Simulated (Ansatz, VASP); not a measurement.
# In2Au: VASP beside Ansatz

Wanted: the spread between two codes on one cell, functional and k mesh. The cell is taken from a series of runs on this material, whose earlier steps may have relaxed, scaled, displaced or heated it; both programs get it as it stands.

Main program and level: Ansatz 0.2.0; plane waves, with VASP 6.6.1 beside it; relaxation of cell and atoms at PBEsol and zone-centre phonons at PBEsol.

### 1. The structure

The structure is cubic, space group Fm-3m (No. 225). The conventional cell has a = 6.539 Å, b = 6.539 Å, c = 6.539 Å, α = 90.00°, β = 90.00°, γ = 90.00°. Nearest to In lie 4 Au at 2.83 Å. Nearest to Au lie 8 In at 2.83 Å. Farther neighbours are not listed.

As a file:

```cif
data_structure
_symmetry_space_group_name_H-M 'Fm-3m'
_symmetry_Int_Tables_number 225
_cell_length_a 6.5394
_cell_length_b 6.5394
_cell_length_c 6.5394
_cell_angle_alpha 90.000
_cell_angle_beta 90.000
_cell_angle_gamma 90.000
_cell_volume 279.65
loop_
_atom_site_label
_atom_site_type_symbol
_atom_site_symmetry_multiplicity
_atom_site_Wyckoff_symbol
_atom_site_fract_x
_atom_site_fract_y
_atom_site_fract_z
_atom_site_occupancy
In1 In 8 c 0.25000 0.75000 0.75000 1
Au1 Au 4 a 0.00000 0.00000 0.00000 1
```

### 2. Ansatz: relaxation of cell and atoms, PBEsol

Ansatz runs on its PAW soft_1 files.

The relaxed volume is the usual yardstick between codes: in a stiff, nearly cubic crystal its relative difference is about their pressure difference at one cell divided by the bulk modulus.

Input file input.yaml:

```yaml
crystal:
  lattice:
    - [0.0, 3.2697198902, 3.2697198902]
    - [3.2697198902, 0.0, 3.2697198902]
    - [3.2697198902, 3.2697198902, 0.0]
  atoms:
    - { symbol: In, position: [0.25, 0.25, 0.25] }
    - { symbol: In, position: [0.75, 0.75, 0.75] }
    - { symbol: Au, position: [0.0, 0.0, 0.0] }
kpoints:
  mp_grid: { grid: [12, 12, 12] }
hamiltonian:
  xc: pbesol
  pseudopotentials: { kind: paw, azcp: { folder: soft_1 }, xc_functional: pbe }
scf:
  occupations: { method: methfessel_paxton, width: 0.2 }
output:
  forces: true
  stress: true
  eigenvalues: true
relax:
  adjacent_minimum: "off"
  f_tol: 0.001
  max_steps: 60
  cell: { stress_tol: 0.01 }
```

Command:

```bash
ansatz run input.yaml --threads 4 --pin off --max-ram 10240MiB --backend cpu --events-out ev --progress --plain --runs-dir out
```

Numbers of over 12 decimals in the logs are rounded to 6 here.

The log of the run:

```text
Engine: ansatz 0.2.0, aarch64-unknown-linux-gnu
Pseudopotentials: kind: paw
Pseudopotential: In, paw, valence charge 13, recommended cutoff 420 eV (normal), soft_1/In.paw.azcp
Pseudopotential: Au, paw, valence charge 19, recommended cutoff 420 eV (normal), soft_1/Au.paw.azcp
Functional definition: PBEsol
  exchange = pbesol_x
  correlation = pbesol_c
Crystal: 3 atoms, lattice volume = 69.914 Å³
Basis set: ecut = 420 eV, 1363 PW (Γ), exchange–correlation on 64×64×64 points (8 copies of the dense FFT grid, shifted against one another)
Bands: 27, of which v1, the nominal top of the filled ones, is band 23 counted from 1 (22 counted from 0)
Symmetry: 48 space group operations
Space group: Fm-3m (ITA 225), of the structure as read, at distance tolerance 4.1e-5 Å
k-points: 72 of 1728
Non-local potential: In, projectors of the file, l = 0: 2, l = 1: 2, l = 2: 2, l = 3: 1
Non-local potential: Au, projectors of the file, l = 0: 3, l = 1: 2, l = 2: 2, l = 3: 1
PAW form: soft (Blöchl's): semilocal exchange-correlation on the pseudo side does not see the compensation charge
PAW frozen core: In, regenerated for the run's functional, and the local potential with it (the file was generated under x = pbe(κ = 0.804, μ = 0.219515), c = pbe(β = 0.066725))
PAW frozen core: Au, regenerated for the run's functional, and the local potential with it (the file was generated under x = pbe(κ = 0.804, μ = 0.219515), c = pbe(β = 0.066725))
PAW one-centre angular grid: In, 590 points (default); XC on 64 Gauss nodes
PAW one-centre angular grid: Au, 590 points (default); XC on 64 Gauss nodes
Initial density: superposition of atomic densities (chi_scale 0.1, normalization cell, long waves kept (reshape's long-wave potential 0.00 eV rms))
Initial wavefunctions: pseudopotential atomic-orbital guess
Functional: x = pbesol(κ = 0.804, μ = 0.123457), c = pbesol(β = 0.046)
SCF iter   1: F=—  HF=-24065.717914 eV  |F-HF|=—  |Δ(HF+E_count)|=         —  Δρ=1.55e-1  dr2=2.73e1  ethr=3.10e-3  ⟨swp⟩=5.4  Hψ=7509  notcnv=0
preconditioner: auto → LDOS  [metal: Δε(μ)=0.030 eV  Ē_g=13.845 eV  σ=0.200 eV  W_gap=0.13  n_scr=14 (ndim 8)  ℏωp=27.0 eV  f_vac=0.019  D(μ)=1.33/eV (n_scr^D=8)  β→1.0]
SCF iter   2: F=—  HF=-24062.652610 eV  |F-HF|=—  |Δ(HF+E_count)|=    3.07e0  S|Δr|=    0.00e0  Δρ=1.09e-1  dr2=7.43e0  ethr=3.10e-3  ⟨swp⟩=4.0  Hψ=5614  notcnv=0  defer=14
preconditioner: auto → Kerker (q_TF=auto, 2.535 Å⁻¹)  [metal: Δε(μ)=0.094 eV  Ē_g=14.095 eV  σ=0.200 eV  W_gap=0.37  n_scr=14 (ndim 8)  ℏωp=27.0 eV  f_vac=0.028  D(μ)=1.00/eV (n_scr^D=0)  β→0.5]
SCF iter   3: F=—  HF=-24060.576430 eV  |F-HF|=—  |Δ(HF+E_count)|=    2.08e0  S|Δr|=    0.00e0  Δρ=1.94e-2  dr2=1.63e-1  ethr=3.10e-3  ⟨swp⟩=3.0  Hψ=4564  notcnv=0  defer=23
SCF iter   4: F=—  HF=-24060.543587 eV  |F-HF|=—  |Δ(HF+E_count)|=   3.28e-2  S|Δr|=    0.00e0  Δρ=5.30e-3  dr2=4.32e-2  ethr=3.62e-4  ⟨swp⟩=2.0  Hψ=4403  notcnv=0  defer=21
SCF iter   5: F=—  HF=-24060.533243 eV  |F-HF|=—  |Δ(HF+E_count)|=   1.03e-2  S|Δr|=    0.00e0  Δρ=1.28e-3  dr2=2.46e-3  ethr=9.60e-5  ⟨swp⟩=2.0  Hψ=2306  notcnv=0  defer=21
SCF iter   6: F=—  HF=-24060.532745 eV  |F-HF|=—  |Δ(HF+E_count)|=   4.98e-4  S|Δr|=    0.00e0  Δρ=2.09e-4  dr2=4.72e-5  ethr=5.46e-6  ⟨swp⟩=2.0  Hψ=2493  notcnv=0  defer=21
SCF iter   7: F=—  HF=-24060.532753 eV  |F-HF|=—  |Δ(HF+E_count)|=   8.75e-6  S|Δr|=    0.00e0  Δρ=1.05e-4  dr2=1.86e-5  ethr=1.05e-7  ⟨swp⟩=2.0  Hψ=3264  notcnv=0  defer=21
SCF iter   8: F=—  HF=-24060.532757 eV  |F-HF|=—  |Δ(HF+E_count)|=   3.46e-6  S|Δr|=    0.00e0  Δρ=5.34e-5  dr2=5.53e-6  ethr=4.12e-8  ⟨swp⟩=2.0  Hψ=2215  notcnv=0  defer=21
SCF iter   9: F=—  HF=-24060.532757 eV  |F-HF|=—  |Δ(HF+E_count)|=   2.11e-7  S|Δr|=    0.00e0  Δρ=1.73e-5  dr2=5.19e-7  ethr=1.23e-8  ⟨swp⟩=2.0  Hψ=2481  notcnv=0  defer=21
SCF iter  10: F=-24060.532756 eV  HF=-24060.532756 eV  |F-HF|=7.82e-10  |Δ(HF+E_count)|=   1.19e-7  S|Δr|=    0.00e0  Δρ=1.69e-6  dr2=3.18e-9  ethr=2.22e-10  ⟨swp⟩=5.8  Hψ=7482  notcnv=0
SCF 1 converged in 10 iterations: F = -24060.532756 eV  dr2 = 3.18e-9
  greatest PAW one-centre occupation: 1.000 electrons in one spin orbital (limit 2), on the Au atom at site 2 (counted from 0), in its partial waves of l = 0
relax step   1: F+E_penalty+E_count = -24060.53275647 eV  Δ(F+E_penalty+E_count) = +0.000e0 eV  max|allowed force component| = 2.159e-17 eV/Å  Δτ_max = 0.0000 Å  P = -0.030 GPa  Ω = 69.914 Å³  (10 SCF iters, dr2 threshold 1.00e-7 eV, accepted)
[...]
relax step   2: F+E_penalty+E_count = -24060.53276769 eV  Δ(F+E_penalty+E_count) = -1.122e-5 eV  max|allowed force component| = 7.787e-17 eV/Å  Δτ_max = 0.0000 Å  P = +0.018 GPa  Ω = 69.862 Å³  energy of the carried Pulay correction = +9.345e-6 eV  (5 SCF iters, dr2 threshold 2.26e-9 eV, accepted)
[...]
relax step   3: F+E_penalty+E_count = -24060.53276526 eV  Δ(F+E_penalty+E_count) = +2.429e-6 eV  max|allowed force component| = 1.156e-16 eV/Å  Δτ_max = 0.0000 Å  P = -0.000 GPa  Ω = 69.882 Å³  energy of the carried Pulay correction = +5.801e-6 eV  (4 SCF iters, dr2 threshold 8.45e-10 eV, accepted)
[...]
relax step   4: F+E_penalty+E_count = -24060.53275395 eV  Δ(F+E_penalty+E_count) = +1.131e-5 eV  max|allowed force component| = 1.449e-16 eV/Å  Δτ_max = 0.0000 Å  P = -0.000 GPa  Ω = 69.882 Å³  stress off target by 1.20e-5 GPa  SCF on the basis re-selected at this cell (its energy is not comparable with the rows above)  (5 SCF iters)
basis re-selected at this cell: Δ(F+E_penalty+E_count) = +1.131e-5 eV, ΔP = +0.000 GPa vs the last step (what re-selecting the basis moved, of the pressure what is left beyond the Pulay correction that the steps carried, after the strain that the cell walked since its last selection, with what the two solves' SCF thresholds leave and, on support functions, any second-order correction that the steps lacked; it is no m [...]
SCF converged after 5 iterations
Stability not checked: this state was not tested for a lower state beside it, because cold or Methfessel-Paxton smearing, or corrected tetrahedra, fill the levels in a way that the test cannot read (fill_not_monotonic; see scf.lower_state_search)
Free energy (F): -24060.532754 eV
Harris-Foulkes:  -24060.532754 eV  (|F-HF|=7.28e-12)
Internal energy: -24060.530649 eV  (E = F + TS)
E sigma→0 (E₀):  -24060.532228 eV
Entropy (-TS):   -0.002105 eV (-0.702 meV/atom)
Fermi energy:    12.585788 eV
--- Per-component energies (eV) ---
  E_band       = -364.976776
  E_kinetic    = 1014.775239
  E_local      = -4579.604362  (includes V_loc(G=0)·N_el)
  E_nonlocal   = 755.611043
  E_hartree    = 1917.806876
  E_xc         = -499.181380
  E_vxc        = -442.520793  (∫ρ·V_xc dr)
  E_paw        = -17863.686398  (= ΣΔE_a)
  E_vpaw       = -948.853509  (= ΣTr[D̂ρ^β])
  E_aug_tail   = 0.001850  (compensation charges beyond the density's cutoff)
  E_ewald      = -4807.034851
  E_core_change = 0.781334  (= ΣΔE_core)
  E_smearing   = -0.002105  (= −TS)
  E_closure    = 0.000000  (closes the sum)
  Σ components = -24060.532754   (vs F -24060.532754, Δ=0.00e0)
--- Forces (eV/Å), atoms counted from 1 ---
  atom   1  In     0.00000000     0.00000000     0.00000000
  atom   2  In    -0.00000000    -0.00000000    -0.00000000
  atom   3  Au    -0.00000000     0.00000000     0.00000000
  max |Σ_I F_I| component: 9.25e-17 eV/Å
--- Stress (GPa, compression-positive) ---
       -0.000012       0.000000       0.000000
        0.000000      -0.000012       0.000000
        0.000000       0.000000      -0.000012
  P = ⅓ Tr σ = -0.0000 GPa (-0.000 kbar)
--- Band table (eV; the first three rows and the last of 72) ---
  k-point 0: bands = [... 19 lower, 7.8392, 12.7630, 15.6084, 15.6084, 15.6084, 16.2613, 16.2613, 16.2613]
  k-point 1: bands = [... 19 lower, 7.8301, 12.6381, 14.5325, 15.2224, 15.2224, 16.2594, 16.5713, 16.5713]
  k-point 2: bands = [... 19 lower, 7.8087, 11.8549, 13.8531, 14.6655, 14.6655, 16.3654, 16.7405, 16.7405]
  k-point 71: bands = [... 19 lower, 8.0498, 8.6767, 8.6767, 10.4504, 16.1391, 16.1391, 17.5429, 18.2761]
--- Relaxed structure (3 steps of the walk, 3 accepted, 1 SCFs on fresh bases) ---
  F+E_penalty+E_count = -24060.53275395 eV   max|allowed force component| = 1.449e-16 eV/Å   (the final SCF, on the basis selected at the relaxed cell)
  cell:  # Å, volume = 69.8818 Å³
    - [0, 3.269224, 3.269224]
    - [3.269224, 0, 3.269224]
    - [3.269224, 3.269224, 0]
  atoms:
    - { symbol: In, position: [0.25, 0.25, 0.25] }
    - { symbol: In, position: [0.750000, 0.750000, 0.750000] }
    - { symbol: Au, position: [0, 0, 0] }
```

Reading the cycles: dr2 is the Hartree energy of the density residual (eV), the measure of convergence; HF is the Harris–Foulkes estimate of the energy, which meets the free energy F at convergence.

### 3. VASP: relaxation of cell and atoms, PBEsol

The same cell, functional, mesh and smearing now go to VASP, with its own data sets.

Lines of VASP's logs that name or quote its potential files are left out, and so is its time.

Input file INCAR:

```
SYSTEM = In2Au
PREC = Accurate
ENCUT = 500
EDIFF = 1E-07
NELM = 120
ISMEAR = 1
SIGMA = 0.2
LREAL = .FALSE.
ALGO = Normal
GGA = PS
NBANDS = 24
LASPH = .TRUE.
LORBIT = 11
LWAVE = .FALSE.
LCHARG = .FALSE.
ISIF = 3
IBRION = 2
NSW = 80
EDIFFG = -0.005
GGA_COMPAT = .FALSE.
NELMIN = 4
KPAR = 2
```

Input file POSCAR:

```
In2Au
1.0
    0.0000000000      3.2697200000      3.2697200000
    3.2697200000      0.0000000000      3.2697200000
    3.2697200000      3.2697200000      0.0000000000
In Au
2 1
Direct
    0.2500000000      0.2500000000      0.2500000000
    0.7500000000      0.7500000000      0.7500000000
    0.0000000000      0.0000000000      0.0000000000
```

Input file KPOINTS:

```
Automatic mesh
0
Gamma
12 12 12
0 0 0
```

PAW data sets: In_d and Au (PBE family, release 64).

Command:

```bash
mpirun -np 2 vasp_std
```

The log of the run:

```text
[banner, memory and clock lines left out]
running    2 mpi-ranks, on    1 nodes
 distrk:  each k-point on    1 cores,    2 groups
 distr:  one band on    1 cores,    1 groups

 POSCAR found type information on POSCAR InAu
 POSCAR found :  2 types and       3 ions
|                                                                             |
|               ----> ADVICE to this user running VASP <----                  |
|                                                                             |
|     You enforced a specific xc type in the INCAR file but a different       |
|     [... a line on the potential file left out ...]
|     I HOPE YOU KNOW WHAT YOU ARE DOING!                                     |
|                                                                             |

 LDA part: xc-table for (Slater+PW92), standard interpolation
 POSCAR, INCAR and KPOINTS ok, starting setup
 FFT: planning ... GRIDC
 FFT: planning ... GRID_SOFT
 FFT: planning ... GRID
 WAVECAR not read
 entering main loop
       N       E                     dE             d eps       ncg     rms          rms(c)
DAV:   1     0.322462820541E+03    0.32246E+03   -0.17559E+04  3472   0.196E+03
DAV:   2     0.141280156850E+02   -0.30833E+03   -0.29941E+03  3608   0.451E+02
DAV:   3    -0.107325693262E+02   -0.24861E+02   -0.24581E+02  4296   0.146E+02
DAV:   4    -0.113826785796E+02   -0.65011E+00   -0.64984E+00  3928   0.247E+01
DAV:   5    -0.114171254624E+02   -0.34447E-01   -0.34446E-01  5512   0.490E+00    0.809E+00
DAV:   6    -0.107143780789E+02    0.70275E+00   -0.32117E+00  3800   0.143E+01    0.451E+00
DAV:   7    -0.106593037287E+02    0.55074E-01   -0.16899E-01  4752   0.512E+00    0.255E+00
DAV:   8    -0.106407994905E+02    0.18504E-01   -0.46200E-02  4528   0.265E+00    0.308E-01
DAV:   9    -0.106394354705E+02    0.13640E-02   -0.73738E-03  4776   0.125E+00    0.247E-01
DAV:  10    -0.106394647722E+02   -0.29302E-04   -0.67905E-04  4496   0.279E-01    0.527E-02
DAV:  11    -0.106394761518E+02   -0.11380E-04   -0.20243E-05  4776   0.384E-02    0.177E-02
DAV:  12    -0.106394819973E+02   -0.58454E-05   -0.67994E-06  3776   0.184E-02    0.538E-03
DAV:  13    -0.106394824103E+02   -0.41304E-06   -0.11426E-06  4104   0.109E-02    0.245E-03
DAV:  14    -0.106394823350E+02    0.75266E-07   -0.99304E-08  2736   0.375E-03
   1 F= -.10639482E+02 E0= -.10638759E+02  d E =-.106395E+02
 curvature:   0.00 expect dE= 0.000E+00 dE for cont linesearch  0.000E+00
 trial: gam= 0.00000 g(F)=  0.154E-47 g(S)=  0.322E-04 ort = 0.000E+00 (trialstep = 0.100E+01)
 search vector abs. value=  0.322E-04
 bond charge predicted
       N       E                     dE             d eps       ncg     rms          rms(c)
DAV:   1    -0.106402214989E+02   -0.73909E-03   -0.16076E-02  4104   0.188E+00    0.170E-01
DAV:   2    -0.106395531105E+02    0.66839E-03   -0.17864E-03  4128   0.578E-01    0.574E-02
DAV:   3    -0.106394956426E+02    0.57468E-04   -0.14577E-04  4072   0.198E-01    0.256E-02
DAV:   4    -0.106394905881E+02    0.50545E-05   -0.21678E-05  4824   0.666E-02    0.148E-02
DAV:   5    -0.106394908773E+02   -0.28919E-06   -0.71228E-07  3784   0.822E-03    0.113E-02
DAV:   6    -0.106394921764E+02   -0.12991E-05   -0.85297E-07  3032   0.546E-03    0.166E-03
DAV:   7    -0.106394921592E+02    0.17145E-07   -0.93422E-08  2176   0.303E-03
   2 F= -.10639492E+02 E0= -.10638778E+02  d E =-.982417E-05
 trial-energy change:   -0.000010  1 .order   -0.000010   -0.000032    0.000012
 step:   0.7315(harm=  0.7315)  dis= 0.00000  next Energy=   -10.639494 (dE=-0.118E-04)
 reached required accuracy - stopping structural energy minimisation
```

Parts of OUTCAR (step 3):

```text
ion  position               nearest neighbor table
   1  0.250  0.250  0.250-   3 2.83   3 2.83   3 2.83   3 2.83   2 3.27   2 3.27   2 3.27   2 3.27
                             2 3.27   2 3.27
   2  0.750  0.750  0.750-   3 2.83   3 2.83   3 2.83   3 2.83   1 3.27   1 3.27   1 3.27   1 3.27
                             1 3.27   1 3.27
   3  0.000  0.000  0.000-   1 2.83   2 2.83   2 2.83   2 2.83   2 2.83   1 2.83   1 2.83   1 2.83

  LATTYP: Found a face centered cubic cell.
 ALAT       =     6.5394400000

 Subroutine GETGRP returns: Found 48 space group operations
 (whereof 48 operations were pure point group operations)

The static configuration has the point symmetry O_h .

 Found     72 irreducible k-points:

   k-points           NKPTS =     72   k-points in BZ     NKDIM =     72   number of bands    NBANDS=     24

   dimension x,y,z NGX =    36 NGY =   36 NGZ =   36
   dimension x,y,z NGXF=    72 NGYF=   72 NGZF=   72

   ENCUT  =  500.0 eV  36.75 Ry    6.06 a.u.   8.43  8.43  8.43*2*pi/ulx,y,z

   NELECT =      37.0000    total number of electrons

 k-points in reciprocal lattice and weights: Automatic mesh
   0.00000000  0.00000000  0.00000000       0.001
   0.08333333  0.00000000  0.00000000       0.005
   0.16666667  0.00000000  0.00000000       0.005
   0.25000000  0.00000000  0.00000000       0.005
   0.33333333  0.00000000  0.00000000       0.005
   0.41666667  0.00000000  0.00000000       0.005
   0.50000000  0.00000000  0.00000000       0.002
   0.08333333  0.08333333  0.00000000       0.003
   0.16666667  0.08333333  0.00000000       0.014
[...]
-0.33333333  0.50000000  0.16666667       0.007
  -0.25000000  0.50000000  0.25000000       0.003

 average (electrostatic) potential at core
       1 -93.3067       2 -93.3067       3 -66.5131

 E-fermi :   7.7979

 k-point     1 :       0.0000    0.0000    0.0000
  band No.  band energies     occupation
    ...
     12       2.1926      2.00000
     13       2.1926      2.00000
     14       2.1926      2.00000
     15       3.0402      2.00000
     16       3.0402      2.00000
     17       7.9807     -0.02751
     18      10.8187     -0.00000
     19      10.8187     -0.00000
     20      10.8187     -0.00000
     21      11.4754     -0.00000
    ...

 k-point     2 :       0.0833    0.0000    0.0000
  band No.  band energies     occupation
    ...
     13       2.2156      2.00000
     14       2.2156      2.00000
     15       3.0311      2.00000
     16       3.0311      2.00000
     17       7.8537      0.54747
     18       9.7457     -0.00000
     19      10.4338     -0.00000
     20      10.4338     -0.00000
     21      11.4705     -0.00000
     22      11.7846     -0.00000
    ...

 k-point     3 :       0.1667    0.0000    0.0000
  band No.  band energies     occupation
    ...
     13       2.2768      2.00000
     14       2.2768      2.00000
     15       3.0098      2.00000
     16       3.0098      2.00000
     17       7.0657      2.00000
     18       9.0688     -0.00000
     19       9.8778     -0.00000
     20       9.8778     -0.00000
     21      11.5785     -0.00000
     22      11.9538      0.00000
    ...

  Total        0.0094851      0.0094851      0.0094851      0.0000000      0.0000000      0.0000000
  in kB        0.2176362      0.2176362      0.2176362      0.0000000      0.0000000      0.0000000
  external PRESSURE =       0.2176362 kB  Pullay stress =       0.0000000 kB

  energy-cutoff  :      500.00
  volume of cell :       69.83
      direct lattice vectors                 reciprocal lattice vectors
     0.000000000  3.268361193  3.268361193    -0.152981868  0.152981868  0.152981868
     3.268361193  0.000000000  3.268361193     0.152981868 -0.152981868  0.152981868
     3.268361193  3.268361193  0.000000000     0.152981868  0.152981868 -0.152981868

 POSITION                                       TOTAL-FORCE (eV/Angst)
 -----------------------------------------------------------------------------------
      1.63418      1.63418      1.63418         0.000000      0.000000      0.000000
      4.90254      4.90254      4.90254        -0.000000     -0.000000     -0.000000
      3.26836      0.00000      3.26836         0.000000     -0.000000      0.000000
 -----------------------------------------------------------------------------------
    total drift:                                0.000000      0.000000      0.000000

  FREE ENERGIE OF THE ION-ELECTRON SYSTEM (eV)
  ---------------------------------------------------
  free  energy   TOTEN  =       -10.6394921592 eV

  energy  without entropy=      -10.6373493736  energy(sigma->0) =      -10.63877790

 reached required accuracy - stopping structural energy minimisation

 total charge
# of ion       s       p       d       tot
------------------------------------------
    1        0.888   0.631   9.877  11.395
    2        0.888   0.631   9.877  11.395
    3        0.681   0.447   8.643   9.770
--------------------------------------------------
tot          2.457   1.708  28.396  32.560

[... 3 further parts left out ...]
```

CONTCAR:

```
In2Au
   1.00000000000000
     0.0000000000000000    3.2683611930657377    3.2683611930657377
     3.2683611930657377    0.0000000000000000    3.2683611930657377
     3.2683611930657377    3.2683611930657377    0.0000000000000000
  In              Au
     2     1
Direct
     0.2500000000000000    0.2500000000000000    0.2500000000000000
     0.7500000000000000    0.7500000000000000    0.7500000000000000
     0.0000000000000000    1.0000000000000000    0.0000000000000000
```

The run keeps the 48 symmetry operations of its start, so it cannot find a distortion of lower symmetry.

### 4. Comparison

Known differences besides the potentials themselves: the data sets hold 45 valence electrons in Ansatz (on its PAW soft_1 files) and 37 in VASP; the cutoff is 420 eV in Ansatz and 500 eV in VASP; Ansatz makes its cores anew for this functional, VASP keeps those of its PBE data sets; Ansatz adds a Pulay correction to the stress that steers its cell, VASP none. Total energies have different zeros and are not compared.

The two programs side by side:

```tsv
quantity	Ansatz	VASP	difference
volume (Å³)	69.88	69.83	+0.08 %
edge a after relaxation, in the typed setting (Å)	4.623	4.622	+0.03 %
```

(Continued in part 2 of 2.)

[Lines on the potential files, build, host, timing and source positions are cut from VASP's logs without a mark.]

[Logs are printed without paths, hosts, clocks, repeated set-up lines and the standing remarks that a program may print on its own settings, such as how far it seeks lower states.]

[Hosts, paths, dates, database ids (printed as entryN), source tags and the programs' standing remarks are cut or masked in the printed files.]
